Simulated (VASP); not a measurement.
Calculation: LDA (Ceperley-Alder, Perdew-Zunger), VASP's LDA PAW potentials (set 64) (plane waves; VASP).

The input files of a VASP run:

File POSCAR:
```
SrO
1.0
  0.0000000000   2.5388379720   2.5388379720
  2.5388379720   0.0000000000   2.5388379720
  2.5388379720   2.5388379720   0.0000000000
Sr O
1 1
direct
  0.5000000000   0.5000000000   0.5000000000
  0.0000000000   0.0000000000   0.0000000000
```

INCAR:
```
! general
SYSTEM  = SrO
PREC    = Accurate
ENCUT   = 520   ! plane-wave cut-off (eV)
LREAL   = .FALSE.
LASPH   = .TRUE.   ! aspherical one-centre terms
ICHARG  = 11   ! fixed density

! electronic loop
EDIFF   = 1E-7   ! SCF stop (eV)
NELM    = 100   ! most electronic steps
ALGO    = Normal
LMAXMIX = 4   ! l cut-off of mixed one-centre charges

! smearing
ISMEAR  = 0   ! Gaussian
SIGMA   = 0.05   ! width (eV)

! output
LWAVE   = .FALSE.
LCHARG  = .FALSE.
LORBIT  = 11   ! lm-projected
```

### KPOINTS
```
k-points along high-symmetry lines
15
Line-mode
Reciprocal
  0.000000   0.000000   0.000000 ! GAMMA
  0.500000   0.000000   0.500000 ! X

  0.500000   0.000000   0.500000 ! X
  0.625000   0.250000   0.625000 ! U

  0.375000   0.375000   0.750000 ! K
  0.000000   0.000000   0.000000 ! GAMMA

  0.000000   0.000000   0.000000 ! GAMMA
  0.500000   0.500000   0.500000 ! L

  0.500000   0.500000   0.500000 ! L
  0.500000   0.250000   0.750000 ! W

  0.500000   0.250000   0.750000 ! W
  0.500000   0.000000   0.500000 ! X
```

POTCAR, in this order: Sr_sv O (LDA.64 set). Program: vasp_std. Read from the step before: CHGCAR.

Output of the run:

**OSZICAR**
```
       N       E                     dE             d eps       ncg     rms          rms(c)
DAV:   1     0.636177736266E+02    0.63618E+02   -0.81196E+03  2160   0.126E+03
DAV:   2    -0.843420333278E+01   -0.72052E+02   -0.65582E+02  2776   0.242E+02
DAV:   3    -0.119083721052E+02   -0.34742E+01   -0.34430E+01  3392   0.479E+01
DAV:   4    -0.119874646436E+02   -0.79093E-01   -0.79062E-01  2692   0.511E+00
DAV:   5    -0.119888243399E+02   -0.13597E-02   -0.13597E-02  2932   0.567E-01
DAV:   6    -0.119888443729E+02   -0.20033E-04   -0.20033E-04  2836   0.628E-02
DAV:   7    -0.119888448944E+02   -0.52156E-06   -0.52158E-06  2672   0.787E-03
DAV:   8    -0.119888449152E+02   -0.20774E-07   -0.20801E-07  1820   0.126E-03
   1 F= -.11988845E+02 E0= -.11988845E+02  d E =-.110016E-19
```

### OUTCAR
```
 val. band max:        1.5311642802   @ k =   0.0000   0.0000   0.0000

 cond. band min:       4.5988080080   @ k =   0.5000   0.0000   0.5000



 k-point     1 :       0.0000    0.0000    0.0000
  band No.  band energies     occupation
      1     -30.4298      2.00000
      2     -13.2774      2.00000
      3     -12.1124      2.00000
      4     -12.1124      2.00000
      5     -12.1124      2.00000
      6       1.5312      2.00000
      7       1.5312      2.00000
      8       1.5312      2.00000
      9       5.6044      0.00000
     10       7.7131      0.00000
     11       7.7131      0.00000
     12       7.7131      0.00000

 k-point     2 :       0.0357    0.0000    0.0357
  band No.  band energies     occupation
      1     -30.4270      2.00000
      2     -13.3352      2.00000
      3     -12.1180      2.00000
      4     -12.1180      2.00000
      5     -12.0533      2.00000
      6       1.4356      2.00000
      7       1.5237      2.00000
      8       1.5237      2.00000
      9       5.6906      0.00000
     10       7.6403      0.00000
     11       7.7732      0.00000
     12       7.7732      0.00000

 k-point     3 :       0.0714    0.0000    0.0714
  band No.  band energies     occupation
      1     -30.4187      2.00000
      2     -13.4751      2.00000
      3     -12.1344      2.00000
      4     -12.1344      2.00000
      5     -11.9119      2.00000
      6       1.1878      2.00000
      7       1.5034      2.00000
      8       1.5034      2.00000
      9       5.9168      0.00000
     10       7.4385      0.00000
     11       7.9501      0.00000
     12       7.9501      0.00000

 k-point     4 :       0.1071    0.0000    0.1071
  band No.  band energies     occupation
      1     -30.4055      2.00000
      2     -13.6436      2.00000
      3     -12.1608      2.00000
      4     -12.1608      2.00000
      5     -11.7483      2.00000
      6       0.8697      2.00000
      7       1.4750      2.00000
...
```

The density is held fixed in this step, so its total energy and stress have no physical meaning.

The structure comes from a computed database's SrO entry (Fm-3m); how it stands against other phases isn't given here. It was relaxed first, which changed the volume by -5 %.
